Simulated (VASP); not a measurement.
All values below come from PBE GGA with D4 dispersion, VASP's PBE PAW potentials (set 64) (plane waves; VASP).

Input for VASP

**POSCAR**
```
Sc
1
    1.6101865872    -2.7889248956     0.0000000000
    1.6101865872     2.7889248956     0.0000000000
    0.0000000000     0.0000000000     5.0014622891
Sc
2
Direct
  0.3333330000   0.6666670000   0.2500000000
  0.6666670000   0.3333330000   0.7500000000
```

**KPOINTS**
```
Automatic mesh
0
Gamma
13 13 7
0 0 0
```

INCAR:
```
SYSTEM = Sc
PREC = Accurate; ENCUT = 520; LREAL = .FALSE.
LASPH = .TRUE.
EDIFF = 1E-7; NELM = 100; ALGO = Normal
LMAXMIX = 4
ISMEAR = 1; SIGMA = 0.1
GGA = PE; IVDW = 13
IBRION = 2; NSW = 30; ISIF = 4
EDIFFG = -0.01
LWAVE = .FALSE.; LCHARG = .FALSE.
```

POTCAR, in this order: Sc_sv (PBE.64 set). Program: vasp_std.

The run wrote:

OUTCAR:
```
 ion  position               nearest neighbor table
   1  0.333  0.667  0.250-   2 3.12   2 3.12   2 3.12   2 3.12   2 3.12   2 3.12
   2  0.667  0.333  0.750-   1 3.12   1 3.12   1 3.12   1 3.12   1 3.12   1 3.12
  LATTYP: Found a hexagonal cell.
 ALAT       =     3.2203731024
 C/A-ratio  =     1.5530692035
 Subroutine PRICEL returns:
 Original cell was already a primitive cell.
 Subroutine GETGRP returns: Found 24 space group operations
The static configuration has the point symmetry D_3d.
 The point group associated with its full space group is D_6h.
The dynamic configuration has the point symmetry D_3d.
 Subroutine INISYM returns: Found 24 space group operations
 Subroutine IBZKPT returns following result:
 Found     84 irreducible k-points:

 Following reciprocal coordinates:
            Coordinates               Weight
  0.000000  0.000000  0.000000      1.000000
  0.076923  0.000000  0.000000      6.000000
  0.153846 -0.000000  0.000000      6.000000
  0.230769 -0.000000  0.000000      6.000000
  0.307692 -0.000000  0.000000      6.000000
  0.384615  0.000000  0.000000      6.000000
  0.461538 -0.000000  0.000000      6.000000
  0.076923  0.076923  0.000000      6.000000
  0.153846  0.076923  0.000000     12.000000
  0.230769  0.076923  0.000000     12.000000
  0.307692  0.076923  0.000000     12.000000
  0.384615  0.076923  0.000000     12.000000
  0.461538  0.076923  0.000000      6.000000
  0.153846  0.153846  0.000000      6.000000
  0.230769  0.153846  0.000000     12.000000
  0.307692  0.153846  0.000000     12.000000
  0.384615  0.153846  0.000000     12.000000
  0.230769  0.230769  0.000000      6.000000
  0.307692  0.230769  0.000000     12.000000
  0.384615  0.230769  0.000000      6.000000
  0.307692  0.307692  0.000000      6.000000
  0.000000  0.000000  0.142857      2.000000
...
```

**OSZICAR**
```
       N       E                     dE             d eps       ncg     rms          rms(c)
DAV:   1     0.382598422355E+03    0.38260E+03   -0.11242E+04  2536   0.159E+03
DAV:   2     0.962626321944E+01   -0.37297E+03   -0.36768E+03  3421   0.662E+02
DAV:   3    -0.132671291561E+02   -0.22893E+02   -0.22290E+02  4189   0.191E+02
DAV:   4    -0.136405144602E+02   -0.37339E+00   -0.36714E+00  3842   0.230E+01
DAV:   5    -0.136466728166E+02   -0.61584E-02   -0.61519E-02  4277   0.283E+00    0.834E+00
DAV:   6    -0.125804420251E+02    0.10662E+01   -0.23984E+00  3157   0.211E+01    0.260E+00
DAV:   7    -0.124303907496E+02    0.15005E+00   -0.63803E-01  3290   0.100E+01    0.801E-01
DAV:   8    -0.124208835008E+02    0.95072E-02   -0.20329E-02  3486   0.213E+00    0.203E-01
DAV:   9    -0.124200419302E+02    0.84157E-03   -0.48228E-03  3391   0.895E-01    0.206E-02
DAV:  10    -0.124200498786E+02   -0.79483E-05   -0.93888E-05  4245   0.153E-01    0.733E-03
DAV:  11    -0.124200448097E+02    0.50689E-05   -0.31392E-06  4087   0.274E-02    0.193E-03
DAV:  12    -0.124200468473E+02   -0.20377E-05   -0.26368E-07  2648   0.647E-03    0.982E-04
DAV:  13    -0.124200462952E+02    0.55217E-06   -0.34724E-08  1953   0.378E-03    0.104E-04
DAV:  14    -0.124200462970E+02   -0.18554E-08   -0.79113E-09  1960   0.244E-03
   1 F= -.13003194E+02 E0= -.13002488E+02  d E =-.130032E+02
       N       E                     dE             d eps       ncg     rms          rms(c)
DAV:   1    -0.124206653543E+02   -0.61906E-03   -0.80965E-02  2702   0.611E+00    0.185E-01
DAV:   2    -0.124205728940E+02    0.92460E-04   -0.58299E-03  3997   0.127E+00    0.118E-01
DAV:   3    -0.124202771554E+02    0.29574E-03   -0.99491E-04  4577   0.465E-01    0.169E-02
DAV:   4    -0.124202701841E+02    0.69714E-05   -0.47455E-05  3796   0.118E-01    0.871E-03
DAV:   5    -0.124202709755E+02   -0.79145E-06   -0.18408E-06  3713   0.252E-02    0.178E-03
DAV:   6    -0.124202711214E+02   -0.14591E-06   -0.10849E-07  1778   0.616E-03    0.321E-04
DAV:   7    -0.124202710925E+02    0.28963E-07   -0.23370E-08  1582   0.277E-03
   2 F= -.13003433E+02 E0= -.13002783E+02  d E =-.238935E-03
       N       E                     dE             d eps       ncg     rms          rms(c)
DAV:   1    -0.124205629771E+02   -0.29186E-03   -0.49083E-02  2674   0.476E+00    0.144E-01
DAV:   2    -0.124205081560E+02    0.54821E-04   -0.35383E-03  3983   0.990E-01    0.921E-02
DAV:   3    -0.124203290651E+02    0.17909E-03   -0.60310E-04  4578   0.362E-01    0.131E-02
DAV:   4    -0.124203247003E+02    0.43648E-05   -0.28773E-05  3790   0.917E-02    0.673E-03
DAV:   5    -0.124203253369E+02   -0.63656E-06   -0.11084E-06  3496   0.196E-02    0.141E-03
DAV:   6    -0.124203254596E+02   -0.12270E-06   -0.69256E-08  1624   0.508E-03    0.259E-04
DAV:   7    -0.124203254355E+02    0.24084E-07   -0.15298E-08  1463   0.229E-03
   3 F= -.13003496E+02 E0= -.13002895E+02  d E =-.302152E-03
```

**OUTCAR**
```
------------------------ aborting loop because EDIFF is reached ----------------------------------------
  Edisp (eV):   -0.58317
  FORCE on cell =-STRESS in cart. coord.  units (eV):
  Direction    XX          YY          ZZ          XY          YZ          ZX
  --------------------------------------------------------------------------------------
  Total       1.09465     1.09465     1.08790     0.00000     0.00000     0.00000
  in kB      39.04313    39.04312    38.80254     0.00000     0.00000     0.00000
  external pressure =       38.96 kB  Pullay stress =        0.00 kB
  volume of cell :       44.92
      direct lattice vectors                 reciprocal lattice vectors
     1.613446337 -2.794570940 -0.000000000     0.309895649 -0.178918342  0.000000000
     1.613446337  2.794570940  0.000000000     0.309895649  0.178918342  0.000000000
    -0.000000000 -0.000000000  4.981273162     0.000000000 -0.000000000  0.200751890
 POSITION                                       TOTAL-FORCE (eV/Angst)
 -----------------------------------------------------------------------------------
      1.61345      0.93153      1.24532        -0.000000     -0.000000      0.000000
      1.61345     -0.93153      3.73595         0.000000      0.000000     -0.000000
 -----------------------------------------------------------------------------------
    total drift:                                0.000000      0.000669     -0.000014
  FREE ENERGIE OF THE ION-ELECTRON SYSTEM (eV)
  ---------------------------------------------------
  free  energy   TOTEN  =       -13.0034963668 eV

  energy  without entropy=      -13.0016922716  energy(sigma->0) =      -13.00289500

 reached required accuracy - stopping structural energy minimisation
```
(Selected blocks of OUTCAR.)

### CONTCAR
```
Sc
   1.00000000000000
     1.6134463373638748   -2.7945709401871759   -0.0000000000000000
     1.6134463373638748    2.7945709401871759    0.0000000000000000
    -0.0000000000000000   -0.0000000000000000    4.9812731623892716
  Sc
     2
Direct
     0.3333330000000032    0.6666669999999968    0.2500000000000000
     0.6666669999999968    0.3333330000000032    0.7500000000000000
```

The compound is Sc in the hcp structure. This cell is one point of a volume scan, at 0.94 of the reference volume. Symmetry was kept, so distortions that lower it aren't found.
